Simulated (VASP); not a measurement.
# PIr2: accuracy against cost in the SCF threshold and SCF solver, part 3 of 3

How sensitive are energy, pressure and forces of PIr2 to the SCF threshold and SCF solver? The atoms are off their equilibrium sites, so that forces can be compared too. The series runs use r2SCAN. The atoms of the start are displaced at random from the sites of a Fm-3m cell.

VASP 6.6.1; r2SCAN; plane waves and PAW (P, Ir).

Still holding for the runs below: This run has no spin polarisation. Its electron count is odd, so without a moment it is a metal by construction. The k-mesh is coarse for a metal.

So far. Step 13 (SCF solver: ALGO = Damped): Against the first of the series the energy stays within 0.01 meV an atom; the pressure moves by +0.04 GPa, after 22 cycles in 64 s. Step 14 (SCF solver: AMIX = 0.1, BMIX = 0.01): Against the first of the series the energy stays within 0.01 meV an atom; the pressure moves by -0.03 GPa, after 25 cycles in 78 s.

The database entry behind the starting cell differs from later determinations by our own check (0.1 to 0.3 % short, probably kX units), so it need not match the best structure at ambient conditions.

## Step 15: SCF solver: AMIX = 0.8 (continued)

Parts of OUTCAR (step 15):

```text
  Total        1.0222994      1.2775729      1.0266846      0.1374456     -0.1314757      0.2963848
  in kB       38.6363231     48.2840153     38.8020549      5.1945582     -4.9689335     11.2014329
  external PRESSURE =      41.9074644 kB  Pullay stress =       0.0000000 kB

 POSITION                                       TOTAL-FORCE (eV/Angst)
 -----------------------------------------------------------------------------------
      2.78932      2.79244      5.52802        -0.034576     -0.016379     -0.118606
      1.41492      1.37508      1.35533        -0.269423      0.812655      0.370286
      4.16116      4.20626      4.14599         0.304000     -0.796276     -0.251681
 -----------------------------------------------------------------------------------
    total drift:                                0.000054      0.000079     -0.000037

  FREE ENERGIE OF THE ION-ELECTRON SYSTEM (eV)
  ---------------------------------------------------
  free  energy   TOTEN  =      -115.1004851654 eV

  energy  without entropy=     -115.0926766232  energy(sigma->0) =     -115.09658089

[... 2 parts as in an earlier step ...]

[... 1 further part left out ...]
[key lines of the parts left out:]
E-fermi :   9.7213
```

Against the first of the series the energy stays within 0.01 meV an atom and the pressure within 0.01 GPa, after 15 cycles in 51 s.

## Step 16: SCF solver: IMIX = 1, AMIX = 0.2

Contents of INCAR:

```
SYSTEM = PIr2
PREC = Accurate
ENCUT = 400
EDIFF = 1E-06
NELM = 100
ISMEAR = -1
SIGMA = 0.05
LREAL = .FALSE.
ALGO = Normal
METAGGA = R2SCAN
LASPH = .TRUE.
NBANDS = 17
LORBIT = 11
LWAVE = .FALSE.
LCHARG = .FALSE.
KPAR = 4
ISIF = 2
IMIX = 1
AMIX = 0.2
```

Contents of POSCAR:

```
PIr2
1.0
    0.0000000000      2.7675000000      2.7675000000
    2.7675000000      0.0000000000      2.7675000000
    2.7675000000      2.7675000000      0.0000000000
P Ir
1 2
Direct
   -0.0006980000     -0.0018240000      0.0097090000
    0.2376690000      0.2520630000      0.2591990000
    0.7571980000      0.7409000000      0.7626800000
```

Contents of KPOINTS:

```
Automatic mesh
0
Gamma
7 7 7
0 0 0
```

PAW data sets: P and Ir (PBE family, release 64).

On the command line:

```console
$ mpirun -np 4 vasp_std
```

Output:

```text
[... set-up lines as in an earlier step ...]
 entering main loop
       N       E                     dE             d eps       ncg     rms          rms(c)
[... 5 cycles as in an earlier step ...]
DAV:   6    -0.115252537441E+03    0.53761E+01   -0.20773E+00  7826   0.158E+01    0.164E+01
DAV:   7    -0.115184117942E+03    0.68419E-01   -0.15182E-01  8994   0.353E+00    0.128E+01
DAV:   8    -0.115148867500E+03    0.35250E-01   -0.18976E-02  8271   0.165E+00    0.999E+00
DAV:   9    -0.115130054872E+03    0.18813E-01   -0.64745E-03  8549   0.929E-01    0.786E+00
[...]
DAV:  25    -0.115100479505E+03    0.42847E-05   -0.20914E-06  5779   0.136E-02    0.185E-01
DAV:  26    -0.115100477895E+03    0.16098E-05   -0.14638E-06  5097   0.113E-02    0.147E-01
DAV:  27    -0.115100477725E+03    0.16935E-06   -0.10853E-06  3231   0.954E-03
   1 F= -.11510048E+03 E0= -.11509657E+03  d E =-.780775E-02
```

The job ended after 84 s (4 MPI ranks of Intel Xeon 6975P-C (Granite Rapids), shared host; peak memory 0.84 GiB).

OUTCAR, selected parts (step 16):

```text
  Total        1.0447625      1.2992776      1.0491340      0.1371947     -0.1312486      0.2955291
  in kB       39.4852848     49.1043129     39.6505007      5.1850747     -4.9603512     11.1690945
  external PRESSURE =      42.7466995 kB  Pullay stress =       0.0000000 kB

 POSITION                                       TOTAL-FORCE (eV/Angst)
 -----------------------------------------------------------------------------------
      2.78932      2.79244      5.52802        -0.034570     -0.016383     -0.118584
      1.41492      1.37508      1.35533        -0.269435      0.812704      0.370290
      4.16116      4.20626      4.14599         0.304006     -0.796321     -0.251706
 -----------------------------------------------------------------------------------
    total drift:                                0.000114      0.000093      0.000092

  FREE ENERGIE OF THE ION-ELECTRON SYSTEM (eV)
  ---------------------------------------------------
  free  energy   TOTEN  =      -115.1004777254 eV

  energy  without entropy=     -115.0926699795  energy(sigma->0) =     -115.09657385

[... 2 parts as in an earlier step ...]

[... 1 further part left out ...]
[key lines of the parts left out:]
E-fermi :   9.7211
```

Against the first of the series the energy stays within 0.01 meV an atom; the pressure moves by +0.09 GPa, after 27 cycles in 84 s.

## Step 17: The SCF solver series as a table

This step: convergence of r2SCAN results with the solver; plane waves and PAW (VASP 6.6.1).

This step runs nothing: it gathers the runs above.

Differences are taken from the run with ALGO = Normal. Results of the series, by row:

| setting | status | energy less the reference (meV/atom) | pressure (GPa) | largest force difference (meV/Å) | SCF cycles | wall time (s) |
| --- | --- | --- | --- | --- | --- | --- |
| ALGO = Normal | converged | 0 | 4.189 | 0 | 14 | 45 |
| ALGO = Fast | converged | -1.73e-4 | 4.1 | 0.161 | 17 | 69 |
| ALGO = VeryFast | converged | 1.60e-4 | 4.183 | 0.145 | 22 | 87 |
| ALGO = All | converged | 1.07e-4 | 4.187 | 0.126 | 17 | 62 |
| ALGO = Damped | converged | 3.90e-4 | 4.227 | 0.176 | 22 | 64 |
| AMIX = 0.1, BMIX = 0.01 | converged | -1.47e-4 | 4.164 | 0.218 | 25 | 78 |
| AMIX = 0.8 | converged | 1.73e-4 | 4.191 | 0.139 | 15 | 51 |
| IMIX = 1, AMIX = 0.2 | converged | 0.00252 | 4.275 | 0.09 | 27 | 84 |

## Step 18: Summary of results

```json
{"SCF threshold from which the energy stays within 10 meV/atom of the reference": "EDIFF = 0.01", "SCF threshold from which the energy stays within 1 meV/atom of the reference": "EDIFF = 0.01", "SCF threshold from which the pressure stays within 0.2 GPa of the reference": "EDIFF = 0.001", "spread of the pressure over the SCF threshold": "0.422 GPa", "spread of the energy over the SCF threshold": "0.0713 meV/atom", "fewest SCF cycles": "ALGO = Normal (14)", "most SCF cycles among converged runs": "IMIX = 1, AMIX = 0.2 (27)", "spread of the pressure over the SCF solver": "0.174 GPa", "spread of the energy over the SCF solver": "0.00269 meV/atom"}
```

From EDIFF = 0.01 on, the energy stays within 1 meV an atom of the reference, at 57 % of its time. The pressure holds within 0.2 GPa from EDIFF = 0.001 on. The loosest stop saves 8 of 17 cycles and costs +0.1 meV an atom, -0.41 GPa, 1.5 meV/Å in forces. All SCF solvers that converged agree within 0.05 meV an atom. No setting beats the 45 s of ALGO = Normal by a fifth or more; the slowest converged run is ALGO = VeryFast, at 87 s. On a shared host such times are rough. Yet the pressure of ALGO = Fast is -0.09 GPa off: EDIFF tests the energy, which is second order in the error of the density, while the stress is first order.

[Lines on the potential files, build, host, timing and source positions are cut from VASP's logs without a mark.]

[Logs are printed without paths, hosts, clocks, repeated set-up lines and the standing remarks that a program may print on its own settings, such as how far it seeks lower states.]

[Hosts, paths, dates, database ids (printed as entryN), source tags and the programs' standing remarks are cut or masked in the printed files.]

[A measured line is paired with the nearest computed mode of its activity, which favours agreement.]

[In band tables of VASP the shares of atoms and orbitals are scaled to a sum of 1 inside the atoms' spheres.]
